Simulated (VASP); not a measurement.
These are PBEsol GGA, VASP's PBE PAW potentials (set 64) (plane waves; VASP 6.6.1) values and carry that method's errors.

The input files of a VASP run:

**POSCAR**
```
Bi
4.2088370
  1.0000000000   0.0000000000   0.0000000000
 -0.4999998812   0.8660254602   0.0000000000
  0.0000000000   0.0000000000   3.6649839374
Bi
2
Cartesian
  0.5000005396   0.2886748647   2.0018178916
 -0.0000004208   0.5773505955   1.6631660458
```

**KPOINTS**
```
Automatic mesh
0
Gamma
7 7 1
0 0 0
```

**INCAR**
```
SYSTEM = Bi
PREC = Accurate; ENCUT = 300; LREAL = .FALSE.
LASPH = .TRUE.
EDIFF = 1E-6; NELM = 100; ALGO = Normal
LMAXMIX = 4
ISMEAR = -1; SIGMA = 0.1
GGA = PS
ISIF = 2
LWAVE = .FALSE.; LCHARG = .FALSE.
```

POTCAR, in this order: Bi_d (PBE.64 set). Program: vasp_std.

The resulting files:

OSZICAR:
```
       N       E                     dE             d eps       ncg     rms          rms(c)
DAV:   1     0.208493272090E+03    0.20849E+03   -0.12353E+04   424   0.912E+02
DAV:   2     0.829965180340E+01   -0.20019E+03   -0.19634E+03   328   0.317E+02
DAV:   3    -0.722816230749E+01   -0.15528E+02   -0.15399E+02   346   0.112E+02
DAV:   4    -0.777006324257E+01   -0.54190E+00   -0.54120E+00   382   0.208E+01
DAV:   5    -0.779418864415E+01   -0.24125E-01   -0.24125E-01   439   0.329E+00    0.178E+00
DAV:   6    -0.774532050352E+01    0.48868E-01   -0.26810E-02   406   0.102E+00    0.104E+00
DAV:   7    -0.771829000096E+01    0.27031E-01   -0.45777E-02   390   0.143E+00    0.135E-01
DAV:   8    -0.771850641845E+01   -0.21642E-03   -0.37298E-03   348   0.461E-01    0.386E-02
DAV:   9    -0.771835063393E+01    0.15578E-03   -0.53517E-04   388   0.125E-01    0.219E-02
DAV:  10    -0.771832605223E+01    0.24582E-04   -0.11509E-04   382   0.813E-02    0.117E-02
DAV:  11    -0.771825101200E+01    0.75040E-04   -0.10023E-04   331   0.509E-02    0.688E-03
DAV:  12    -0.771834165470E+01   -0.90643E-04   -0.24261E-05   274   0.242E-02    0.488E-03
DAV:  13    -0.771845560845E+01   -0.11395E-03   -0.16378E-05   267   0.299E-02    0.263E-03
DAV:  14    -0.771849296347E+01   -0.37355E-04   -0.28096E-06   305   0.167E-02    0.178E-03
DAV:  15    -0.771852606153E+01   -0.33098E-04   -0.11666E-06   264   0.422E-03    0.719E-04
DAV:  16    -0.771854232790E+01   -0.16266E-04   -0.10263E-06   270   0.532E-03    0.385E-04
DAV:  17    -0.771854360975E+01   -0.12818E-05   -0.58138E-08   247   0.172E-03    0.196E-04
DAV:  18    -0.771854422342E+01   -0.61367E-06   -0.50863E-08   230   0.923E-04
   1 F= -.77185442E+01 E0= -.77135105E+01  d E =-.100674E-01
```

File OUTCAR:
```
------------------------ aborting loop because EDIFF is reached ----------------------------------------
  FORCE on cell =-STRESS in cart. coord.  units (eV):
  Direction    XX          YY          ZZ          XY          YZ          ZX
  --------------------------------------------------------------------------------------
  Total        3.5596506      3.5596511      3.9738287      0.0000005      0.0000000      0.0000000
  in kB       24.1006578     24.1006610     26.9048560      0.0000033      0.0000000      0.0000000
  external PRESSURE =      25.0353916 kB  Pullay stress =       0.0000000 kB
  volume of cell :      236.64
      direct lattice vectors                 reciprocal lattice vectors
     4.208837000  0.000000000  0.000000000     0.237595326  0.137175684  0.000000000
    -2.104418000  3.644960000  0.000000000     0.000000000  0.274351433  0.000000000
     0.000000000  0.000000000 15.425320000     0.000000000  0.000000000  0.064828477
 POSITION                                       TOTAL-FORCE (eV/Angst)
 -----------------------------------------------------------------------------------
      2.10442      1.21499      8.42533        -0.000000      0.000000      2.941809
     -0.00000      2.42997      6.99999         0.000000     -0.000000     -2.941809
 -----------------------------------------------------------------------------------
    total drift:                                0.000000      0.000000      0.000000
  FREE ENERGIE OF THE ION-ELECTRON SYSTEM (eV)
  ---------------------------------------------------
  free  energy   TOTEN  =        -7.7185442234 eV

  energy  without entropy=       -7.7084768064  energy(sigma->0) =       -7.71351051
```
(Selected blocks of OUTCAR.)

**OUTCAR**
```
 val. band max:       -1.5575504694   @ k =   0.1429  -0.0000   0.0000

 cond. band min:      -1.2020434403   @ k =   0.0000   0.0000   0.0000


 Fermi energy:        -1.2445894808

 k-point     1 :       0.0000    0.0000    0.0000
  band No.  band energies     occupation
      1     -24.1916      2.00000
      2     -24.1916      2.00000
      3     -23.9538      2.00000
      4     -23.9538      2.00000
      5     -23.8625      2.00000
      6     -23.5856      2.00000
      7     -23.5728      2.00000
      8     -23.5728      2.00000
      9     -23.4000      2.00000
     10     -23.4000      2.00000
     11     -14.8704      2.00000
     12      -9.1477      2.00000
     13      -1.8471      1.99518
     14      -1.8470      1.99517
     15      -1.5854      1.93590
     16      -1.2020      0.79042
     17       1.4040      0.00000
     18       1.4040      0.00000
     19       2.8017      0.00000

 k-point     2 :       0.1429   -0.0000    0.0000
  band No.  band energies     occupation
      1     -24.1882      2.00000
      2     -24.1654      2.00000
      3     -23.9497      2.00000
      4     -23.9314      2.00000
      5     -23.8515      2.00000
      6     -23.6033      2.00000
      7     -23.5895      2.00000
      8     -23.5734      2.00000
      9     -23.4325      2.00000
     10     -23.4022      2.00000
     11     -14.6460      2.00000
     12      -9.2966      2.00000
     13      -3.4866      2.00000
     14      -2.3065      1.99995
     15      -1.5576      1.91620
     16      -0.1017      0.00002
     17       1.2198      0.00000
     18       1.9253      0.00000
     19       3.0396      0.00000

 k-point     3 :       0.2857    0.0000    0.0000
  band No.  band energies     occupation
      1     -24.1794      2.00000
      2     -24.0912      2.00000
      3     -23.9475      2.00000
      4     -23.8717      2.00000
      5     -23.8104      2.00000
      6     -23.6649      2.00000
      7     -23.6369      2.00000
...
```

At this cut-off the stress carries a Pulay error, which pulls relaxed volumes low. The cell holds a wide vacuum, so values per volume refer to the whole cell. Unless said otherwise, spin-orbit coupling is left out, though it shifts the bands of the heavy elements here.

The cell is a sheet with vacuum, built from a generated structure.
